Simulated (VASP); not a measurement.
C:

```
CELL_PARAMETERS angstrom
2.46100 0.00000 0.00000
-1.23050 2.13129 0.00000
0.00000 0.00000 6.70800
ATOMIC_POSITIONS crystal
C 0.00000 0.00000 0.25000
C 0.33333 0.66667 0.25000
C 0.00000 0.00000 0.75000
C 0.66667 0.33333 0.75000
```

The cell was built by a generator and needn't be a form met in nature.

Program: VASP 6.6.1. Alike in all runs: task single point; no spin polarisation; cell as given; k mesh 16 × 16 × 4; cutoff (eV) 520; smearing fermi-dirac 0.05 eV.

**Question.** Order these runs on this cell by their pressure, lowest first.
A. level optB88-vdW; potentials or basis VASP PAW PBE potentials, release 64 (C)
B. level PBE; potentials or basis VASP PAW PBE potentials, release 64 (C)
C. level LDA; potentials or basis VASP PAW LDA potentials, release 64 (C)
D. level SCAN; potentials or basis VASP PAW PBE potentials, release 64 (C)
E. level PBE+D4; potentials or basis VASP PAW PBE potentials, release 64 (C)

**Answer.** C (-4.8 GPa), D (-2.4 GPa), E (0.0 GPa), A (1.7 GPa), B (3.2 GPa).

Caveats: the PAW data sets were made with another functional, which shifts forces and pressure a little (some runs); this functional lacks dispersion, which binds the layers, so the pressure and a relaxed spacing across them are unreliable (some runs).
